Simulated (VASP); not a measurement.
These are PW91 GGA, VASP's PBE PAW potentials (set 64) (plane waves; VASP) values and carry that method's errors.

Input for VASP

File POSCAR:
```
AuAl2
1
   -0.0000000000     3.0317594264     3.0317594264
    3.0317594264     0.0000000000     3.0317594264
    3.0317594264     3.0317594264     0.0000000000
Al Au
2 1
Direct
  0.2500000000   0.2500000000   0.2500000000
  0.7500000000   0.7500000000   0.7500000000
  0.0000000000   0.0000000000   0.0000000000
```

**INCAR**
```
# general
SYSTEM   =  AuAl2
PREC     =  Accurate
ENCUT    =  520
LREAL    =  .False.
LASPH    =  .True.

# electronic loop
EDIFF    =  1E-6
NELM     =  100
ALGO     =  Normal
LMAXMIX  =  6

# smearing
ISMEAR   =  1
SIGMA    =  0.1

# functional
GGA      =  91

# ions
IBRION   =  2
NSW      =  60
ISIF     =  3
EDIFFG   =  -0.02

# output
LWAVE    =  .False.
LCHARG   =  .False.
```

File KPOINTS:
```
Automatic mesh
0
Gamma
 8 8 8
```

POTCAR, in this order: Al Au (PBE.64 set). Program: vasp_std.

Q: What will the output report for the number of irreducible k-points (NKPTS), largest plane-wave count, number of space-group operations, FFT grid (NGX, NGY, NGZ)?

A: 
```
Quantity                                      Result
--------------------------------------  ------------
number of irreducible k-points (NKPTS)            29
largest plane-wave count                        1524
number of space-group operations                  48
FFT grid (NGX, NGY, NGZ)                32 × 32 × 32
```

The compound is AuAl2 in the fluorite structure. It was relaxed first. The start is the result of an earlier pass. The electron count is odd and the run is not spin-polarised, which forces a metal.
